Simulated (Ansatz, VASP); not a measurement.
## Cross-check of Zr2Zn between VASP and Ansatz

Aim: how closely do two programs agree when they are given the same cell, functional and k mesh? The cell is taken from a series of runs on this material, whose earlier steps may have relaxed, scaled, displaced or heated it; both programs get it as it stands.

Main program and level: Ansatz 0.2.0; plane waves, with VASP 6.6.1 beside it; relaxation of cell and atoms at PBEsol.

### Step 1. Starting point

Symmetry: I4/mmm, No. 139, tetragonal system. The conventional cell has a = 3.256 Å, b = 3.256 Å, c = 11.142 Å, α = 90.00°, β = 90.00°, γ = 90.00°. Nearest to Zr lie 4 Zn at 2.88 Å and 4 Zr at 3.11 Å. Nearest to Zn lie 8 Zr at 2.88 Å. Farther neighbours are not listed.

### Step 2. VASP: relaxation of cell and atoms, PBEsol

The relaxed volume is the usual yardstick between codes: in a stiff, nearly cubic crystal its relative difference is about their pressure difference at one cell divided by the bulk modulus.

Lines of VASP's logs that name or quote its potential files are left out, and so is its time.

Contents of INCAR:

```
SYSTEM = Zr2Zn
PREC = Accurate
ENCUT = 500
EDIFF = 1E-07
NELM = 120
ISMEAR = 1
SIGMA = 0.2
LREAL = .FALSE.
ALGO = Normal
GGA = PS
NBANDS = 24
LASPH = .TRUE.
LORBIT = 11
LWAVE = .FALSE.
LCHARG = .FALSE.
ISIF = 3
IBRION = 2
NSW = 80
EDIFFG = -0.005
GGA_COMPAT = .FALSE.
NELMIN = 4
```

Contents of POSCAR:

```
Zr2Zn
1.0
   -1.6282450000      1.6282450000      5.5707530000
    1.6282450000     -1.6282450000      5.5707530000
    1.6282450000      1.6282450000     -5.5707530000
Zr Zn
2 1
Direct
    0.6559846577      0.6559846577      0.0000000000
    0.3440152525      0.3440152525      0.0000000000
    0.0000000000      0.0000000000      0.0000000000
```

Contents of KPOINTS:

```
Automatic mesh
0
Gamma
12 12 12
0 0 0
```

Potentials, in the order of the species: Zr_sv and Zn (PBE family, release 64).

The run is started by

```console
$ mpirun -np 1 vasp_std
```

Numbers of over 12 decimals in the logs are rounded to 6 here.

Log:

```text
[banner, memory and clock lines left out]
running    1 mpi-ranks, on    1 nodes
 distrk:  each k-point on    1 cores,    1 groups
 distr:  one band on    1 cores,    1 groups

 POSCAR found type information on POSCAR ZrZn
 POSCAR found :  2 types and       3 ions
|                                                                             |
|               ----> ADVICE to this user running VASP <----                  |
|                                                                             |
|     You enforced a specific xc type in the INCAR file but a different       |
|     [... a line on the potential file left out ...]
|     I HOPE YOU KNOW WHAT YOU ARE DOING!                                     |
|                                                                             |

 LDA part: xc-table for (Slater+PW92), standard interpolation
 POSCAR, INCAR and KPOINTS ok, starting setup
 FFT: planning ... GRIDC
 FFT: planning ... GRID_SOFT
 FFT: planning ... GRID
 WAVECAR not read
 entering main loop
       N       E                     dE             d eps       ncg     rms          rms(c)
DAV:   1     0.348444361499E+03    0.34844E+03   -0.18445E+04  7824   0.173E+03
DAV:   2     0.889249435133E+01   -0.33955E+03   -0.33163E+03  8776   0.448E+02
DAV:   3    -0.191118164370E+02   -0.28004E+02   -0.27551E+02 12496   0.119E+02
DAV:   4    -0.214791052689E+02   -0.23673E+01   -0.23633E+01 10824   0.225E+01
DAV:   5    -0.215294328578E+02   -0.50328E-01   -0.50320E-01 11328   0.342E+00    0.164E+01
DAV:   6    -0.204629068368E+02    0.10665E+01   -0.31329E+00  9240   0.238E+01    0.689E+00
DAV:   7    -0.202957265062E+02    0.16718E+00   -0.10928E+00 10928   0.962E+00    0.141E+00
DAV:   8    -0.202792409014E+02    0.16486E-01   -0.12249E-01 10824   0.418E+00    0.859E-01
DAV:   9    -0.202794314233E+02   -0.19052E-03   -0.20794E-02 10408   0.135E+00    0.138E-01
DAV:  10    -0.202790836344E+02    0.34779E-03   -0.25647E-03 10888   0.535E-01    0.426E-02
DAV:  11    -0.202790963682E+02   -0.12734E-04   -0.10458E-04  9832   0.111E-01    0.165E-02
DAV:  12    -0.202790999356E+02   -0.35674E-05   -0.12182E-05 10640   0.265E-02    0.531E-03
DAV:  13    -0.202790991257E+02    0.80988E-06   -0.10628E-06  9768   0.799E-03    0.178E-03
DAV:  14    -0.202790988690E+02    0.25675E-06   -0.12683E-07  6344   0.289E-03    0.234E-04
DAV:  15    -0.202790988830E+02   -0.14054E-07   -0.23115E-08  5624   0.112E-03
   1 F= -.20279099E+02 E0= -.20276769E+02  d E =-.202791E+02
 curvature:   0.00 expect dE= 0.000E+00 dE for cont linesearch  0.000E+00
 trial: gam= 0.00000 g(F)=  0.183E-06 g(S)=  0.825E-04 ort = 0.000E+00 (trialstep = 0.100E+01)
 search vector abs. value=  0.827E-04
 bond charge predicted
       N       E                     dE             d eps       ncg     rms          rms(c)
DAV:   1    -0.202806117362E+02   -0.15129E-02   -0.35364E-02  9352   0.200E+00    0.337E-01
DAV:   2    -0.202793120498E+02    0.12997E-02   -0.58542E-03  9224   0.952E-01    0.110E-01
DAV:   3    -0.202791102447E+02    0.20181E-03   -0.10050E-03 12080   0.273E-01    0.516E-02
DAV:   4    -0.202790986504E+02    0.11594E-04   -0.10116E-04 12400   0.919E-02    0.383E-02
DAV:   5    -0.202791020858E+02   -0.34354E-05   -0.18396E-05 12488   0.235E-02    0.177E-02
DAV:   6    -0.202791027164E+02   -0.63050E-06   -0.12048E-05 13016   0.182E-02    0.419E-03
DAV:   7    -0.202791024099E+02    0.30644E-06   -0.34436E-07  7072   0.532E-03    0.902E-04
DAV:   8    -0.202791022593E+02    0.15066E-06   -0.43439E-08  4680   0.217E-03    0.226E-04
DAV:   9    -0.202791022779E+02   -0.18615E-07   -0.80749E-09  4416   0.805E-04
   2 F= -.20279102E+02 E0= -.20276782E+02  d E =-.339485E-05
 trial-energy change:   -0.000003  1 .order   -0.000004   -0.000083    0.000074
 step:   0.5183(harm=  0.5285)  dis= 0.00003  next Energy=   -20.279120 (dE=-0.213E-04)
 bond charge predicted
       N       E                     dE             d eps       ncg     rms          rms(c)
DAV:   1    -0.202794698560E+02   -0.36760E-03   -0.82088E-03  9376   0.960E-01    0.163E-01
DAV:   2    -0.202791635273E+02    0.30633E-03   -0.13673E-03  9128   0.466E-01    0.532E-02
DAV:   3    -0.202791163448E+02    0.47182E-04   -0.23681E-04 12136   0.134E-01    0.250E-02
DAV:   4    -0.202791147775E+02    0.15673E-05   -0.23745E-05 12336   0.449E-02    0.186E-02
DAV:   5    -0.202791177619E+02   -0.29844E-05   -0.43211E-06 12544   0.113E-02    0.855E-03
DAV:   6    -0.202791199357E+02   -0.21738E-05   -0.27859E-06 12856   0.865E-03    0.202E-03
DAV:   7    -0.202791201311E+02   -0.19542E-06   -0.71206E-08  4584   0.256E-03    0.482E-04
DAV:   8    -0.202791202272E+02   -0.96037E-07   -0.20385E-08  4264   0.153E-03
   3 F= -.20279120E+02 E0= -.20276795E+02  d E =-.213441E-04
 curvature:  -0.26 expect dE=-0.176E-06 dE for cont linesearch -0.726E-10
 trial: gam= 0.00986 g(F)=  0.660E-06 g(S)=  0.482E-08 ort =-0.151E-06 (trialstep = 0.904E+00)
 search vector abs. value=  0.670E-06
 reached required accuracy - stopping structural energy minimisation
```

From OUTCAR (step 2):

```text
ion  position               nearest neighbor table
   1  0.656  0.656  0.000-   3 2.88   3 2.88   3 2.88   3 2.88   2 3.11   2 3.11   2 3.11   2 3.11
                             2 3.48
   2  0.344  0.344  0.000-   3 2.88   3 2.88   3 2.88   3 2.88   1 3.11   1 3.11   1 3.11   1 3.11
                             1 3.48
   3  0.000  0.000  0.000-   1 2.88   1 2.88   1 2.88   1 2.88   2 2.88   2 2.88   2 2.88   2 2.88

  LATTYP: Found a body centered tetragonal cell.
 ALAT       =     3.2564900000
 C/A-ratio  =     3.4213235723

 Subroutine GETGRP returns: Found 16 space group operations
 (whereof 16 operations were pure point group operations)

The static configuration has the point symmetry D_4h.

 Found    163 irreducible k-points:

   k-points           NKPTS =    163   k-points in BZ     NKDIM =    163   number of bands    NBANDS=     24

   dimension x,y,z NGX =    48 NGY =   48 NGZ =   48
   dimension x,y,z NGXF=    96 NGYF=   96 NGZF=   96

   ENCUT  =  500.0 eV  36.75 Ry    6.06 a.u.  10.99 10.99 10.99*2*pi/ulx,y,z

   NELECT =      36.0000    total number of electrons

 k-points in reciprocal lattice and weights: Automatic mesh
   0.00000000  0.00000000  0.00000000       0.001
   0.08333333 -0.00000000  0.00000000       0.005
   0.16666667 -0.00000000  0.00000000       0.005
   0.25000000 -0.00000000  0.00000000       0.005
   0.33333333  0.00000000  0.00000000       0.005
   0.41666667 -0.00000000  0.00000000       0.005
   0.50000000 -0.00000000  0.00000000       0.002
   0.08333333  0.08333333  0.00000000       0.005
   0.16666667  0.08333333  0.00000000       0.009
[...]
-0.41666667 -0.41666667  0.41666667       0.001
   0.50000000  0.50000000  0.50000000       0.001

 average (electrostatic) potential at core
       1 -75.6104       2 -75.6104       3 -31.5416

 E-fermi :   7.7118

 k-point     1 :       0.0000    0.0000    0.0000
  band No.  band energies     occupation
    ...
     13       0.6239      2.00000
     14       0.6826      2.00000
     15       4.3593      2.00000
     16       5.9638      2.00000
     17       6.5204      2.00000
     18       7.8002      0.32652
     19       9.4515     -0.00000
     20       9.4515     -0.00000
     21       9.7627     -0.00000
     22      10.0261     -0.00000
    ...

 k-point     2 :       0.0833   -0.0000    0.0000
  band No.  band energies     occupation
    ...
     13       0.6228      2.00000
     14       0.6738      2.00000
     15       4.4663      2.00000
     16       6.0503      2.00000
     17       6.4783      2.00000
     18       7.7849      0.42485
     19       9.1623     -0.00000
     20       9.2731     -0.00000
     21       9.3882     -0.00000
     22       9.8644     -0.00000
    ...

 k-point     3 :       0.1667   -0.0000    0.0000
  band No.  band energies     occupation
    ...
     13       0.6499      2.00000
     14       0.8492      2.00000
     15       4.7336      2.00000
     16       6.2300      2.00000
     17       6.3524      2.00000
     18       7.7908      0.38563
     19       8.7801     -0.00000
     20       8.8544     -0.00000
     21       9.2258     -0.00000
     22       9.5605     -0.00000
    ...

  Total       -0.0003868     -0.0003868      0.0000270      0.0000000      0.0000000      0.0000000
  in kB       -0.0104781     -0.0104781      0.0007324      0.0000000      0.0000000      0.0000000
  external PRESSURE =      -0.0067413 kB  Pullay stress =       0.0000000 kB

  energy-cutoff  :      500.00
  volume of cell :       59.14
      direct lattice vectors                 reciprocal lattice vectors
    -1.628807649  1.628807649  5.572663159     0.000000000  0.306973018  0.089723708
     1.628807649 -1.628807649  5.572663159     0.306973018  0.000000000  0.089723708
     1.628807649  1.628807649 -5.572663159     0.306973018  0.306973018  0.000000000

 POSITION                                       TOTAL-FORCE (eV/Angst)
 -----------------------------------------------------------------------------------
      0.00000      0.00000      7.31120        -0.000000      0.000000      0.002615
      0.00000      0.00000      3.83413         0.000000     -0.000000     -0.002615
     -0.00000      0.00000      0.00000         0.000000      0.000000     -0.000000
 -----------------------------------------------------------------------------------
    total drift:                                0.000000     -0.000000      0.001687

  FREE ENERGIE OF THE ION-ELECTRON SYSTEM (eV)
  ---------------------------------------------------
  free  energy   TOTEN  =       -20.2791202272 eV

  energy  without entropy=      -20.2721445313  energy(sigma->0) =      -20.27679500

 reached required accuracy - stopping structural energy minimisation

 total charge
# of ion       s       p       d       tot
------------------------------------------
    1        2.220   5.972   1.613   9.805
    2        2.220   5.972   1.613   9.805
    3        0.678   0.526   9.687  10.890
--------------------------------------------------
tot          5.118  12.469  12.913  30.500

[... 3 further parts left out ...]
```

CONTCAR:

```
Zr2Zn
   1.00000000000000
    -1.6288076492238881    1.6288076492238881    5.5726631587239153
     1.6288076492238881   -1.6288076492238881    5.5726631587239153
     1.6288076492238881    1.6288076492238881   -5.5726631587239153
  Zr              Zn
     2     1
Direct
     0.6559877464277486    0.6559877464277486    0.0000000000000000
     0.3440121637722546    0.3440121637722546    0.0000000000000000
     0.0000000000000000    0.0000000000000000    0.0000000000000000
```

The run keeps the 16 symmetry operations of its start, so it cannot find a distortion of lower symmetry.

(Part 1 of 2 ends here.)

[Lines on the potential files, build, host, timing and source positions are cut from VASP's logs without a mark.]

[Logs are printed without paths, hosts, clocks, repeated set-up lines and the standing remarks that a program may print on its own settings, such as how far it seeks lower states.]

[Hosts, paths, dates, database ids (printed as entryN), source tags and the programs' standing remarks are cut or masked in the printed files.]
